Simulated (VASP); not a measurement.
A convergence study with VASP on WS2 (atoms displaced from the space group 194 structure): a few settings are varied, all else stays as given below, so the limit is that of these other settings. The cell's lengths are 1 % over those of the tabulated start and one atom is moved, so it is off equilibrium.

```xyz
6
Lattice="1.5908 -2.7553 0.0000 1.5908 2.7553 0.0000 0.0000 0.0000 12.4432" Properties=species:S:1:pos:R:3 pbc="T T T"
W      1.5908     0.9184     3.1108
W      1.5908    -0.9184     9.3324
S      1.5908     0.9184    10.9251
S      1.5908    -0.9184     4.7035
S      1.5908    -0.9184     1.5181
S      1.6514     0.9184     7.7397
```

The numbers are results of PBEsol GGA, VASP's PBE PAW potentials (set 64) (plane waves; VASP), not measurements. The last row used: 550 eV cut-off, 7×7×2 Γ-centred mesh, Gaussian smearing of 0.050 eV, potentials W_sv S.

```tsv
setting	E (eV/atom)	pressure (GPa)	largest force (eV/Å)	electronic steps
ALGO = Normal, EDIFF = 1E-2	-8.4102	-3.13	0.933	9
ALGO = Normal, EDIFF = 1E-3	-8.4097	-5.42	0.900	11
ALGO = Normal, EDIFF = 1E-4	-8.4097	-5.57	0.899	12
ALGO = Normal, EDIFF = 1E-5	-8.4097	-5.69	0.896	13
ALGO = Normal, EDIFF = 1E-6	-8.4097	-5.65	0.897	14
ALGO = Normal, EDIFF = 1E-7	-8.4097	-5.64	0.897	16
ALGO = Normal, EDIFF = 1E-8	-8.4097	-5.64	0.897	19
ALGO = Normal, EDIFF = 1E-9	-8.4097	-5.64	0.897	23
ALGO = Fast, EDIFF = 1E-2	-8.4097	-6.21	0.874	10
ALGO = Fast, EDIFF = 1E-3	-8.4097	-5.37	0.902	11
ALGO = Fast, EDIFF = 1E-4	-8.4097	-5.56	0.897	13
ALGO = Fast, EDIFF = 1E-5	-8.4097	-5.63	0.896	15
ALGO = Fast, EDIFF = 1E-6	-8.4097	-5.64	0.897	16
ALGO = Fast, EDIFF = 1E-7	-8.4097	-5.64	0.897	18
ALGO = Fast, EDIFF = 1E-8	-8.4097	-5.64	0.897	22
ALGO = Fast, EDIFF = 1E-9	-8.4097	-5.64	0.897	24
ALGO = All, EDIFF = 1E-3	-8.4097	-5.60	0.912	17
ALGO = All, EDIFF = 1E-4	-8.4097	-5.64	0.909	19
ALGO = All, EDIFF = 1E-5	-8.4097	-5.64	0.892	22
ALGO = All, EDIFF = 1E-6	-8.4097	-5.64	0.896	26
ALGO = All, EDIFF = 1E-7	-8.4097	-5.64	0.897	29
ALGO = All, EDIFF = 1E-8	-8.4097	-5.64	0.897	32
ALGO = All, EDIFF = 1E-9	-8.4097	-5.64	0.897	34
```

Left out are rungs that failed or repeat a setting and relaxations that didn't move; long series are thinned to 24 rows.

The compound is WS2 in the 2H layered structure. The cell was not relaxed at this level, it is distorted from the ideal structure.
